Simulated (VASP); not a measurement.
Here is the system:

```
P
1.0
    1.68502    -5.15402     0.00000
    1.68502     5.15402     0.00000
    0.00000     0.00000     4.20380
P
4
Direct
  0.10683   0.89317   0.92890
  0.39317   0.60683   0.42890
  0.60683   0.39317   0.57110
  0.89317   0.10683   0.07110
```

Calculation: LDA (Ceperley-Alder, Perdew-Zunger), VASP's LDA PAW potentials (set 64) (plane waves; VASP 6.6.1). Run with 520 eV cut-off, 10×10×8 Γ-centred mesh, first-order Methfessel-Paxton smearing of 0.10 eV, potentials P.

Q: The ions and cell shape at fixed volume are relaxed. Give the cell that the relaxation ends in.

A: 
```
P
1.0
    1.64959    -5.20293     0.00000
    1.64959     5.20293     0.00000
    0.00000     0.00000     4.25373
P
4
Direct
  0.10320   0.89680   0.92360
  0.39680   0.60320   0.42360
  0.60320   0.39680   0.57640
  0.89680   0.10320   0.07640
```
Space group Cmce (64), at a tolerance of 0.03 Å.

Q: How much energy does the relaxation gain?

A: The energy (σ→0) changes by -11.6 meV/atom, in 7 ionic steps.

The compound is P in the black structure. This cell is one point of a volume scan, at 1.06 of the reference volume. Symmetry was kept, so distortions that lower it aren't found.
